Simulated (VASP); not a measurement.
# Ti2BN (R-3m) in VASP: relaxation of cell and atoms with PBE

Aim: the relaxation of cell and atoms of Ti2BN with PBE.

Program: VASP 6.6.1. These are calculated values, not measurements. Logs are shortened: lines on timing, memory, paths and dates and some standing lists are left out, and cuts for length are marked.

## (1) Starting point

Symmetry: R-3m, No. 166, trigonal system. Conventional cell: a = 3.154 Å, b = 3.154 Å, c = 15.450 Å, α = 90.00°, β = 90.00°, γ = 120.00°. Around Ti (site symmetry 3m) lie 3 B at 2.23 Å and 3 N at 2.23 Å. Around B (site symmetry -3m) lie 6 Ti at 2.23 Å. N (site symmetry -3m) is surrounded by 6 Ti at 2.23 Å.

The cell was built by a generator and needn't be a form met in nature.

## (2) Relaxation of cell and atoms, PBE

File INCAR:

```
ALGO = Fast
EDIFF = 1E-4
EDIFFG = -0.08
ENCUT = 520
GGA = PE
IBRION = 2
ISIF = 3
ISMEAR = 0
LASPH = T
LCHARG = F
LREAL = F
LWAVE = F
NELM = 60
NSW = 24
PREC = Normal
SIGMA = 0.15
```

File KPOINTS:

```
k-points
0
Gamma
  6 6 6
```

File POSCAR:

```
Ti2BN
1.0
    1.5770000000      0.9104813700      5.1500000000
   -1.5770000000      0.9104813700      5.1500000000
    0.0000000000     -1.8209627500      5.1500000000
Ti B N
2 1 1
Direct
    0.2500000000      0.2500000000      0.2500000000
    0.7500000000      0.7500000000      0.7500000000
    0.0000000000      0.0000000000      0.0000000000
    0.5000000000      0.5000000000      0.5000000000
```

Potentials or basis: VASP PAW PBE potentials, release 64 (Ti_sv, B, N).

Started as:

```sh
cat potpaw_PBE.64/Ti_sv/POTCAR potpaw_PBE.64/B/POTCAR potpaw_PBE.64/N/POTCAR > POTCAR
mpirun -np 1 vasp_std > vasp.out
```

OUTCAR:

```text
EDIFF = 1E-4
   EDIFFG = -0.08
   ENCUT = 520
   GGA = PE
   IBRION = 2
   ISIF = 3
   ISMEAR = 0
   LASPH = T
   LREAL = F
   NELM = 60
   NSW = 24
   PREC = Normal

 ion  position               nearest neighbor table
   1  0.250  0.250  0.250-   3 2.23   4 2.23   3 2.23   3 2.23   4 2.23   4 2.23
   2  0.750  0.750  0.750-   4 2.23   3 2.23   4 2.23   4 2.23   3 2.23   3 2.23
   3  0.000  0.000  0.000-   2 2.23   1 2.23   2 2.23   2 2.23   1 2.23   1 2.23
   4  0.500  0.500  0.500-   1 2.23   2 2.23   1 2.23   1 2.23   2 2.23   2 2.23

  LATTYP: Found a trigonal (rhomboedric) cell.
 ALAT       =     5.4624541486
 COS(alpha) =     0.8333068428

  Lattice vectors:

 A1 = (   1.5770000000,   0.9104813700,   5.1500000000)
 A2 = (  -1.5770000000,   0.9104813700,   5.1500000000)
 A3 = (   0.0000000000,  -1.8209627500,   5.1500000000)

Analysis of symmetry for initial positions (statically):
=====================================================================
 Subroutine PRICEL returns:
 Original cell was already a primitive cell.

 Routine SETGRP: Setting up the symmetry group for a
 trigonal (rhombohedral) supercell.

 Subroutine GETGRP returns: Found 12 space group operations
 (whereof 12 operations were pure point group operations)
 out of a pool of 12 trial point group operations.

The static configuration has the point symmetry D_3d.

Analysis of symmetry for dynamics (positions and initial velocities):
=====================================================================
 Subroutine PRICEL returns:
 Original cell was already a primitive cell.

 Routine SETGRP: Setting up the symmetry group for a
 trigonal (rhombohedral) supercell.

 Subroutine GETGRP returns: Found 12 space group operations
 (whereof 12 operations were pure point group operations)
 out of a pool of 12 trial point group operations.

The dynamic configuration has the point symmetry D_3d.

 Subroutine INISYM returns: Found 12 space group operations
 (whereof 12 operations are pure point group operations),
 and found     1 'primitive' translations

----------------------------------------------------------------------------------------

                                     Primitive cell

  volume of cell :      44.3671

  direct lattice vectors                    reciprocal lattice vectors
     1.577000000  0.910481370  5.150000000     0.317057705  0.183053351  0.064724919
    -1.577000000  0.910481370  5.150000000    -0.317057705  0.183053351  0.064724919
     0.000000000 -1.820962750  5.150000000     0.000000000 -0.366106703  0.064724919

  length of vectors
     5.462454149  5.462454149  5.462454150     0.371784121  0.371784121  0.371784121

  position of ions in fractional coordinates (direct lattice)
     0.250000000  0.250000000  0.250000000
     0.750000000  0.750000000  0.750000000
     0.000000000  0.000000000  0.000000000
     0.500000000  0.500000000  0.500000000

  ion indices of the primitive-cell ions
   primitive index   ion index
                 1           1
                 2           2
                 3           3
                 4           4

----------------------------------------------------------------------------------------

 KPOINTS: k-points

Automatic generation of k-mesh.
 Grid dimensions read from file:
 generate k-points for:    6    6    6

 Generating k-lattice:

  Cartesian coordinates                     Fractional coordinates (reciprocal lattice)
     0.052842951  0.030508892  0.010787487     0.166666667  0.000000000 -0.000000000
    -0.052842951  0.030508892  0.010787487     0.000000000  0.166666667 -0.000000000
     0.000000000 -0.061017784  0.010787486     0.000000000  0.000000000  0.166666667

  Length of vectors
     0.061964020  0.061964020  0.061964020

  Shift w.r.t. Gamma in fractional coordinates (k-lattice)
     0.000000000  0.000000000  0.000000000

 Subroutine IBZKPT returns following result:
 ===========================================

 Found     32 irreducible k-points:

 Following reciprocal coordinates:
            Coordinates               Weight
  0.000000  0.000000  0.000000      1.000000
  0.166667 -0.000000  0.000000      6.000000
  0.333333  0.000000  0.000000      6.000000
  0.500000 -0.000000  0.000000      3.000000
  0.166667  0.166667  0.000000      6.000000
  0.333333  0.166667  0.000000     12.000000
[... 16 lines left out ...]
  0.500000  0.500000  0.166667      6.000000
 -0.333333  0.500000  0.166667     12.000000
 [... further k-points ...]
   k-points           NKPTS =     32   k-points in BZ     NKDIM =     32   number of bands    NBANDS=     20
   number of dos      NEDOS =    301   number of ions     NIONS =      4
   total plane-waves  NPLWV =  27000
   dimension x,y,z NGX =    30 NGY =   30 NGZ =   30
   dimension x,y,z NGXF=    60 NGYF=   60 NGZF=   60
   ions per type =               2   1   1
   NGX,Y,Z   is equivalent  to a cutoff of   9.13,  9.13,  9.13 a.u.
   NGXF,Y,Z  is equivalent  to a cutoff of  18.26, 18.26, 18.26 a.u.
 SYSTEM =  unknown system
   PREC   = normal    normal or accurate (medium, high low for compatibility)
   ISTART =      0    job   : 0-new  1-cont  2-samecut
   ICHARG =      2    charge: 1-file 2-atom 10-const
   ISPIN  =      1    spin polarized calculation?
   LNONCOLLINEAR =      F non collinear calculations
   LSORBIT =      F    spin-orbit coupling
   LASPH  =      T    aspherical Exc in radial PAW
   ENCUT  =  520.0 eV  38.22 Ry    6.18 a.u.  10.16 10.16 10.16*2*pi/ulx,y,z
   NELM   =     60;   NELMIN=  2; NELMDL= -5     # of ELM steps
   EDIFF  = 0.1E-03   stopping-criterion for ELM
   LREAL  =      F    real-space projection
   EDIFFG = -.8E-01   stopping-criterion for IOM
   NSW    =     24    number of steps for IOM
   IBRION =      2    ionic relax: 0-MD 1-quasi-New 2-CG
   NFREE  =      1    steps in history (QN), initial steepest desc. (CG)
   ISIF   =      3    stress and relaxation
   ISYM   =      2    0-nonsym 1-usesym 2-fastsym
   POTIM  = 0.5000    time-step for ionic-motion
   TEBEG  =    0.0;   TEEND  =   0.0 temperature during run
   PSTRESS=    0.0 pullay stress
   NELECT =      32.0000    total number of electrons
   NUPDOWN=      -1.0000    fix difference up-down
   EMIN   =  10.00;   EMAX   =-10.00  energy-range for DOS
   EFERMI =   0.00;   METHOD = LEGACY
   ISMEAR =     0;   SIGMA  =   0.15  broadening in eV -4-tet -1-fermi 0-gaus
   EFERMI_NEDOS =   21; number of points for ismear=-14 and -15
   IALGO  =     68    algorithm
   IMIX   =      4    mixing-type and parameters
     AMIX     =   0.40;   BMIX     =  1.00
     AMIX_MAG =   1.60;   BMIX_MAG =  1.00
  volume/ion in A,a.u.               =      11.09        74.85
  Fermi-wavevector in a.u.,A,eV,Ry     =   1.468152  2.774405 29.326961  2.155471
  Thomas-Fermi vector in A             =   2.583684
   LORBIT       =      0    0 simple, 1 ext, 2 COOP (PROOUT), +10 PAW based schemes
   GGA     = PE    functional components
   LHFCALC =     F    Hartree Fock is set to
   AEXX    =    0.0000 exact exchange contribution
   IVDW    =     0    specifies the selected vdW correction
   LEPSILON=     F    determine dielectric tensor
   LRPA    =     F    only Hartree local field effects (RPA)
 conjugate gradient relaxation of ions
 non-spin polarized calculation
 RMM-DIIS sequential band-by-band and
 Gauss-broadening in eV      SIGMA  =   0.15
  energy-cutoff  :      520.00
  volume of cell :       44.37
 maximum number of plane-waves:      1219
   NGX = 21   NGY = 21   NGZ = 21

--------------------------------------- Ionic step        1  -------------------------------------------

 number of electron      32.0000022 magnetization

 Free energy of the ion-electron system (eV)
  ---------------------------------------------------
  ext. energy  EPLUGINS =         0.00000000
  ---------------------------------------------------
  free energy    TOTEN  =       -34.97917225 eV

  energy without entropy =      -34.95952721  energy(sigma->0) =      -34.96934973

------------------------ aborting loop because EDIFF is reached ----------------------------------------

  FORCE on cell =-STRESS in cart. coord.  units (eV):
  Direction    XX          YY          ZZ          XY          YZ          ZX
  --------------------------------------------------------------------------------------
  -------------------------------------------------------------------------------------
  Total       -4.2274677     -4.2274677     -2.8148303      0.0000000      0.0000000      0.0000000
  in kB     -152.6615411   -152.6615407   -101.6486360      0.0000000      0.0000001      0.0000000
  external PRESSURE =    -135.6572393 kB  Pullay stress =       0.0000000 kB
[... 23 lines left out ...]
  energy  without entropy=      -34.9595272119  energy(sigma->0) =      -34.96934973

--------------------------------------- Ionic step        2  -------------------------------------------

 number of electron      31.9999999 magnetization

 E-fermi :  10.2069     XC(G=0): -12.8987

 val. band max:       10.1716748027   @ k =   0.5000   0.5000   0.1667
 cond. band min:      10.2830566505   @ k =  -0.3333  -0.3333   0.1667
 fundamental gap:      0.1113818477
 Fermi energy:        10.2068955632

 k-point     1 :       0.0000    0.0000    0.0000
  band No.  band energies     occupation
      1     -46.4261      2.00000
      2     -46.3316      2.00000
      3     -23.0643      2.00000
      4     -22.4720      2.00000
      5     -22.4720      2.00000
      6     -22.4461      2.00000
[... 12 lines left out ...]
     19      12.0164      0.00000
[... 755 lines left out ...]
  energy  without entropy=      -35.1544957647  energy(sigma->0) =      -35.16167975

--------------------------------------- Ionic step        8  -------------------------------------------

 number of electron      32.0000003 magnetization

 Free energy of the ion-electron system (eV)
  ---------------------------------------------------
  ext. energy  EPLUGINS =         0.00000000
  ---------------------------------------------------
  free energy    TOTEN  =       -35.16967742 eV

  energy without entropy =      -35.15570153  energy(sigma->0) =      -35.16268948

 E-fermi :   9.2627     XC(G=0): -12.4761

 val. band max:        9.2555759755   @ k =   0.1667  -0.0000   0.0000
 cond. band min:       9.3188486126   @ k =  -0.3333  -0.3333   0.1667
 fundamental gap:      0.0632726371
 Fermi energy:         9.2627491480

 k-point     1 :       0.0000    0.0000    0.0000
  band No.  band energies     occupation
      1     -47.6060      2.00000
      2     -47.5456      2.00000
      3     -24.1173      2.00000
      4     -23.6788      2.00000
      5     -23.6765      2.00000
      6     -23.6765      2.00000
[... 12 lines left out ...]
     19      10.8983      0.00000
[... 561 lines left out ...]
  FREE ENERGIE OF THE ION-ELECTRON SYSTEM (eV)
  ---------------------------------------------------
  free  energy   TOTEN  =       -35.1696774218 eV

  energy  without entropy=      -35.1557015340  energy(sigma->0) =      -35.16268948

 reached required accuracy - stopping structural energy minimisation
```

Run time: 1.7 min. Hardware: 1 thread of Intel Xeon 6975P-C (Granite Rapids), shared host; peak memory 0.19 GiB.

Results:

* Free energy: -35.1697 eV
* Relaxed volume: 10.47 Å³/atom
* Relaxed cell: a = 5.463 Å, b = 5.463 Å, c = 5.463 Å, α = 32.52°, β = 32.52°, γ = 32.52°
* Space group after relaxing (to 0.05 Å): R-3m (No. 166)
* Energy gained by relaxing: 47.6 meV/atom
* Ionic steps: 8
* Pressure after relaxing: 0.4 GPa
* Largest force after relaxing: 0.033 eV/Å
* Band gap on the k mesh: none (metal or under the smearing width)

Forces in eV/Å, atoms in the order of the input:
```
Ti   0.000  0.000 -0.033
Ti   0.000  0.000  0.033
B    0.000  0.000  0.000
N    0.000  0.000  0.000
```

The path:
```tsv
step	energy change (eV)	largest force (eV/Å)	pressure (GPa)	volume (Å³)
1	0.0000	1.3396	-13.57	44.37
2	0.0182	0.2537	21.44	38.60
3	-0.1567	0.7697	2.77	41.51
4	-0.1855	0.2609	0.17	41.94
5	-0.1872	0.0895	-0.74	41.86
6	-0.1895	0.1646	1.29	41.66
7	-0.1897	0.1182	0.77	41.69
8	-0.1905	0.0328	0.37	41.88
```

Final structure:
```
CELL_PARAMETERS angstrom
1.52935 0.88297 5.16928
-1.52935 0.88297 5.16928
0.00000 -1.76594 5.16928
ATOMIC_POSITIONS crystal
Ti 0.24620 0.24620 0.24620
Ti 0.75380 0.75380 0.75380
B 0.00000 0.00000 0.00000
N 0.50000 0.50000 0.50000
```

Caveat: the k mesh is coarse (spacing up to 0.39 Å⁻¹), so the values aren't converged; the relaxation stopped at a loose force limit of 0.08 eV/Å, so its end isn't a converged minimum.
